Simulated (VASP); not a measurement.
Here is the system:

```
CELL_PARAMETERS angstrom
      1.25269    -2.16972     0.00000
      1.25269     2.16972     0.00000
      0.00000     0.00000     6.82243
ATOMIC_POSITIONS crystal
  B  0.33333 0.66667 0.25000
  B  0.66667 0.33333 0.75000
  N  0.66667 0.33333 0.25000
  N  0.33333 0.66667 0.75000
```

The numbers are results of PBEsol GGA, VASP's PBE PAW potentials (set 64) (plane waves; VASP), not measurements. Run with 520 eV cut-off, Gaussian smearing of 0.050 eV, potentials B N.

Without a dispersion term in the relaxation, distances and binding between the weakly bound layers, chains or molecules are unreliable, and so is what depends on them.

Give the energies of bands 3 to 11 at the high-symmetry points, in eV from the valence-band maximum.

| band | Γ | M | K | A | L | H |
|---|---|---|---|---|---|---|
| 3 | -6.19 | -8.93 | -8.02 | -5.34 | -8.90 | -7.95 |
| 4 | -4.28 | -8.87 | -7.88 | -5.34 | -8.90 | -7.95 |
| 5 | -1.33 | -4.15 | -7.14 | -1.31 | -4.12 | -7.14 |
| 6 | -1.33 | -4.10 | -7.14 | -1.31 | -4.12 | -7.14 |
| 7 | -1.30 | -1.40 | -0.08 | -1.31 | -0.94 | -0.02 |
| 8 | -1.30 | -0.51 | -0.08 | -1.31 | -0.94 | -0.02 |
| 9 | 4.88 | 4.19 | 4.74 | 7.13 | 4.63 | 4.56 |
| 10 | 9.83 | 5.45 | 4.74 | 7.13 | 4.63 | 4.56 |
| 11 | 11.48 | 9.39 | 10.59 | 11.53 | 9.80 | 11.74 |

The gap is indirect, 4.19 eV, from the valence maximum at M-K at 0.89 to the conduction minimum at M.

The compound is BN in the hex structure. It was relaxed first.
